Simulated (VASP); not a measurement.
A run of VASP 6.6.1:

Contents of INCAR:

```
ALGO = Normal
EDIFF = 1E-6
ENCUT = 520
GGA = PE
ISIF = 2
ISMEAR = -1
IVDW = 12
LASPH = True
LCHARG = False
LREAL = Auto
LWAVE = False
NBANDS = 74
NELM = 100
PREC = Accurate
SIGMA = 0.02
```

File KPOINTS:

```
k-points
0
Gamma
  1 1 1
```

POSCAR

```
H4CSO2
1.0
    7.5966740000      0.0000000000      0.0000000000
    0.0000000000      7.5966740000      0.0000000000
    0.0000000000      0.0000000000      7.5966740000
S O C H
4 8 4 16
Direct
    0.7090603072      0.9820350327      0.8936279219
   -0.0154146407      0.6381476946      0.4084024140
    1.0328993978      0.1418252251      0.3544840808
    0.2730668711      0.2775161867      0.8495823304
    0.6052912103      0.9169802469      1.0370854403
    0.7918070461      0.8585336162      0.7749444033
    0.1522245130      0.6042381179      0.3260110938
   -0.1125229278      0.8030356443      0.3704515950
    1.1034829190      0.1497760731      0.1754057104
    0.9002755680      0.2738830178      0.3990957095
    0.1188809734      0.2630888202      0.7459843611
    0.4121145649      0.1420753345      0.8380114771
    0.5024830603      0.2969194150      0.4109693268
    0.2568492474      0.6867479110      0.8952470515
    0.4850148894      0.8100387090      0.4778143698
    0.8065898313      0.4498021108      0.9295910289
    0.4077573949      0.4152738422      0.4136415489
    0.4283585158      0.1779068050      0.4098899071
    0.5479239994      0.3056864096      0.5498195658
    0.6113070009      0.3165332618      0.3195872299
    0.2689993015      0.8332067428      0.9100298367
    0.3913423164      0.6535754990      0.9580245249
    0.2621410370      0.6559844479      0.7538167361
    0.1621630729      0.6118467108      0.9799683388
    0.5631411852      0.9162825731      0.5504909122
    0.3415442074      0.8496086577      0.4920837725
    0.5086831421      0.6780335710      0.5373272566
    0.5107629997      0.8295735739      0.3341988876
    0.8068794317      0.4273580780      0.7886346051
    0.8768969157      0.5698019949      0.9688187225
    0.8600342729      0.3254187293      0.9908678456
    0.6694903585      0.4695739214      0.9711750169
```

Potentials or basis: VASP PAW PBE potentials, release 64 (S, O, C, H).

Command:

```sh
$ cat potpaw_PBE.64/S/POTCAR potpaw_PBE.64/O/POTCAR potpaw_PBE.64/C/POTCAR potpaw_PBE.64/H/POTCAR > POTCAR
$ mpirun -np 1 vasp_gam > vasp.out
```

Hardware: 1 thread of AMD EPYC 7R13 Processor (Zen 3) (shared host).

Q: How long does it take, and how much memory?

A: Run time: 55 s on 1 thread of AMD EPYC 7R13 Processor (Zen 3) (shared host), peak memory 0.36 GiB. Counts: scf iterations 18, k points 1.
